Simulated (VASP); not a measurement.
VASP input:

INCAR:
```
! general
SYSTEM =SrO
PREC   =Accurate
ENCUT  =600
LREAL  =.FALSE.
LASPH  =.TRUE.

! electronic loop
EDIFF  =1E-7
NELM   =100
ALGO   =Normal
LMAXMIX=4

! smearing
ISMEAR =0
SIGMA  =0.05

! functional
GGA    =PE

! ions
IBRION =2
NSW    =40
ISIF   =3
EDIFFG =-0.01
PSTRESS=200

! output
LWAVE  =.FALSE.
LCHARG =.FALSE.
```

KPOINTS:
```
Automatic mesh
0
Gamma
8 8 8
0 0 0
```

### POSCAR
```
SrO
1
    0.0000000000     2.4638749434     2.4638749434
    2.4638749434     0.0000000000     2.4638749434
    2.4638749434     2.4638749434    -0.0000000000
Sr O
1 1
Direct
  0.0000000000   0.0000000000   0.0000000000
  0.5000000000   0.5000000000   0.5000000000
```

POTCAR, in this order: Sr_sv O (PBE.64 set). Program: vasp_std.

Problem. Write an equivalent input for Quantum ESPRESSO's pw.x.

Solution. One equivalent input (not run):
```
&CONTROL
  calculation = 'vc-relax'
  pseudo_dir = './pseudo'
  outdir = './out'
  tprnfor = .true.
  tstress = .true.
  nstep = 40
  forc_conv_thr = 0.00039
/
&SYSTEM
  ibrav = 0
  nat = 2
  ntyp = 2
  ecutwfc = 84
  occupations = 'smearing'
  smearing = 'gaussian'
  degauss = 0.003675
  input_dft = 'pbe'
/
&ELECTRONS
  conv_thr = 7.3e-09
  electron_maxstep = 100
/
&IONS
/
&CELL
  press = 200
/
ATOMIC_SPECIES
  Sr 87.620 Sr.upf
  O 15.999 O.upf
CELL_PARAMETERS angstrom
     0.0000000    2.4638749    2.4638749
     2.4638749    0.0000000    2.4638749
     2.4638749    2.4638749   -0.0000000
ATOMIC_POSITIONS crystal
  Sr   0.0000000  0.0000000  0.0000000
  O    0.5000000  0.5000000  0.5000000
K_POINTS automatic
  8 8 8 0 0 0
```
The two are equivalent in intent, not identical: the potentials are each code's own (VASP's PAW set, PseudoDojo norm-conserving files in pw.x), so ENCUT and ecutwfc are chosen apart and not converted; conv_thr bounds pw.x's estimated SCF error, while EDIFF bounds the energy change between steps; forc_conv_thr acts on force components and is met together with etot_conv_thr.

The compound is SrO in the rock salt structure. It was relaxed first under an external pressure of 20 GPa.
